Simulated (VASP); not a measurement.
Shape and ions are relaxed at each volume.

Data:

```cif
data_B2Hf
_chemical_formula_sum 'Hf1 B2'
_space_group_name_H-M_alt 'P 1'
_space_group_IT_number 1
_cell_length_a 3.12574
_cell_length_b 3.12574
_cell_length_c 3.44560
_cell_angle_alpha 90.000
_cell_angle_beta 90.000
_cell_angle_gamma 120.000
loop_
_space_group_symop_operation_xyz
  'x, y, z'
loop_
_atom_site_label
_atom_site_type_symbol
_atom_site_fract_x
_atom_site_fract_y
_atom_site_fract_z
_atom_site_occupancy
Hf1 Hf 0.00000 0.00000 0.00000 1
B1 B 0.33333 0.66667 0.50000 1
B2 B 0.66667 0.33333 0.50000 1
```

Calculation: PBE GGA with D4 dispersion, VASP's PBE PAW potentials (set 64) (plane waves; VASP). Numerical set-up: 520 eV cut-off, 11×11×9 Γ-centred mesh, first-order Methfessel-Paxton smearing of 0.10 eV, potentials Hf_pv B.

Q: Give the energy at these volumes per atom, relative to the lowest: 9.14, 9.43, 9.72, 10.01, 10.31 Å³.

A: 31.2, 7.3, 0.0, 7.0, 26.5 meV/atom. A third-order Birch-Murnaghan fit gives B0 = 262 GPa and B0′ = 3.9.

The compound is HfB2 in the AlB2 type structure. It was relaxed first.
